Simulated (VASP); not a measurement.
Here is the system:

```
CELL_PARAMETERS angstrom
      3.66913     0.00000     0.00000
      0.00000     3.66913     0.00000
      0.00000     0.00000     3.66913
ATOMIC_POSITIONS crystal
  Cs 0.00000 0.00000 0.00000
  Br 0.50000 0.50000 0.50000
```

These are LDA (Ceperley-Alder, Perdew-Zunger), VASP's LDA PAW potentials (set 64) (plane waves; VASP) values and carry that method's errors. Run with 500 eV cut-off, 7×7×7 Γ-centred mesh, Gaussian smearing of 0.050 eV, potentials Cs_sv Br.

Energy and stress use the plane-wave basis of the starting cell.

Question: The ions, cell shape and volume at an external pressure of 30.0 GPa are relaxed. What does this cell relax into?

Answer: 
```
CELL_PARAMETERS angstrom
      3.57003     0.00000     0.00000
      0.00000     3.57003     0.00000
      0.00000     0.00000     3.57003
ATOMIC_POSITIONS crystal
  Cs 0.00000 0.00000 0.00000
  Br 0.50000 0.50000 0.50000
```
Space group Pm-3m (221), at a tolerance of 0.03 Å.

Question: How do energy and volume change from the first to the last step?

Answer: The energy (σ→0) changes by +299.3 meV/atom and the volume by -7.9 %, in 4 ionic steps.

The compound is CsBr in the CsCl type structure. This run relaxes it under an external pressure of 30 GPa. Symmetry was kept, so distortions that lower it aren't found.
